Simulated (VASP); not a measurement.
Level of theory: PBE GGA, VASP's PBE PAW potentials (set 64) (plane waves; VASP).

A VASP calculation is set up with these files.

**KPOINTS**
```
Automatic mesh
0
G
11 11 11
```

File POSCAR:
```
PtS
1
    0.0000000000     2.7073805545     2.7073805545
    2.7073805545     0.0000000000     2.7073805545
    2.7073805545     2.7073805545     0.0000000000
Pt S
1 1
Direct
  1.0000000000   0.0000000000   0.0000000000
  0.2500000000   0.2500000000   0.2500000000
```

INCAR:
```
# general
SYSTEM  = PtS
PREC    = Accurate
ENCUT   = 400
LREAL   = .FALSE.
LASPH   = .TRUE.

# electronic loop
EDIFF   = 1E-6   # SCF stop (eV)
NELM    = 100   # most electronic steps
ALGO    = Normal   # blocked Davidson
LMAXMIX = 6   # l cut-off of mixed one-centre charges

# smearing
ISMEAR  = 1   # Methfessel-Paxton
SIGMA   = 0.1   # width (eV)

# functional
GGA     = PE

# ions
IBRION  = 2   # conjugate gradients
NSW     = 60   # most ionic steps
ISIF    = 3   # ions, shape and volume
EDIFFG  = -0.01   # ionic stop

# output
LWAVE   = .FALSE.
LCHARG  = .FALSE.
```

POTCAR, in this order: Pt S (PBE.64 set). Program: vasp_std.

Task: What will the output report for the number of irreducible k-points (NKPTS), number of bands (NBANDS), largest plane-wave count, number of space-group operations, FFT grid (NGX, NGY, NGZ)?

Result: 
```yaml
number of irreducible k-points (NKPTS): 56
number of bands (NBANDS): 12
largest_plane_wave_count: 736
number_of_space_group_operations: 24
FFT grid (NGX, NGY, NGZ): 28 × 28 × 28
```

The structure was generated: PtS was put into the zinc blende type (F-43m), which need not be its known phase. It was relaxed first, which changed the volume by -8 %. The start is the result of an earlier pass.
